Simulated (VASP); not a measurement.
An input for Quantum ESPRESSO's pw.x (written as the equivalent of a VASP run, and not itself run):

```
&CONTROL
  calculation = 'vc-relax'
  pseudo_dir = './pseudo'
  outdir = './out'
  tprnfor = .true.
  tstress = .true.
  nstep = 60
  forc_conv_thr = 0.00078
/
&SYSTEM
  ibrav = 0
  nat = 4
  ntyp = 2
  ecutwfc = 98
  occupations = 'smearing'
  smearing = 'methfessel-paxton'
  degauss = 0.00735
  input_dft = 'vdw-df2-b86r'
  nspin = 2
  starting_magnetization(1) = 0.3
  starting_magnetization(2) = 0.07
/
&ELECTRONS
  conv_thr = 7.3e-08
  electron_maxstep = 100
/
&IONS
/
&CELL
/
ATOMIC_SPECIES
  Fe 55.845 Fe.upf
  Ni 58.693 Ni.upf
CELL_PARAMETERS angstrom
     3.4905370   -0.0000000    0.0000000
     0.0000000    3.4905370    0.0000000
     0.0000000   -0.0000000    3.4905370
ATOMIC_POSITIONS crystal
  Fe   0.0000000  0.0000000  0.0000000
  Ni   0.0000000  0.5000000  0.5000000
  Ni   0.5000000  0.0000000  0.5000000
  Ni   0.5000000  0.5000000  0.0000000
K_POINTS automatic
  8 8 8 0 0 0
```

Question: Write the VASP files for the same calculation (rev-vdW-DF2).

Answer: One answer among several that fit: 
KPOINTS:
```
Automatic mesh
0
Gamma
8 8 8
0 0 0
```

INCAR:
```
! general
SYSTEM   = Ni3Fe
PREC     = Accurate
ENCUT    = 520
LREAL    = .False.   ! projection in real space or not
LASPH    = .True.   ! aspherical one-centre terms

! electronic loop
EDIFF    = 1E-6   ! SCF stop (eV)
NELM     = 100   ! most electronic steps
ALGO     = Normal
LMAXMIX  = 4   ! l cut-off of mixed one-centre charges

! smearing
ISMEAR   = 1
SIGMA    = 0.1   ! width (eV)

! functional
GGA      = MK
LUSE_VDW = .True.
AGGAC    = 0.0
PARAM1   = 0.1234568
PARAM2   = 0.7114
ZAB_VDW  = -1.8867

! spin
ISPIN    = 2   ! spin-polarised
MAGMOM   = 3.0 3*0.7

! ions
IBRION   = 2   ! conjugate gradients
NSW      = 60   ! most ionic steps
ISIF     = 3   ! ions, shape and volume
EDIFFG   = -0.02

! output
LWAVE    = .False.
LCHARG   = .False.
LORBIT   = 10
```

POSCAR:
```
Ni3Fe
1
    3.4905369507    -0.0000000000     0.0000000000
    0.0000000000     3.4905369507     0.0000000000
    0.0000000000    -0.0000000000     3.4905369507
Fe Ni
1 3
Direct
  0.0000000000   0.0000000000   0.0000000000
  0.0000000000   0.5000000000   0.5000000000
  0.5000000000   0.0000000000   0.5000000000
  0.5000000000   0.5000000000   0.0000000000
```

POTCAR, in this order: Fe Ni (PBE.64 set). Program: vasp_std.

Limits of the translation: the potentials are each code's own (VASP's PAW set, PseudoDojo norm-conserving files in pw.x), so ENCUT and ecutwfc are chosen apart and not converted; conv_thr bounds pw.x's estimated SCF error, while EDIFF bounds the energy change between steps; starting_magnetization is a fraction of the valence charge and MAGMOM a moment in μB, so they match only roughly; forc_conv_thr acts on force components and is met together with etot_conv_thr.

The compound is Ni3Fe in the L1_2 structure. This run relaxes it. Symmetry was kept, so distortions that lower it aren't found. The start is the result of an earlier pass.
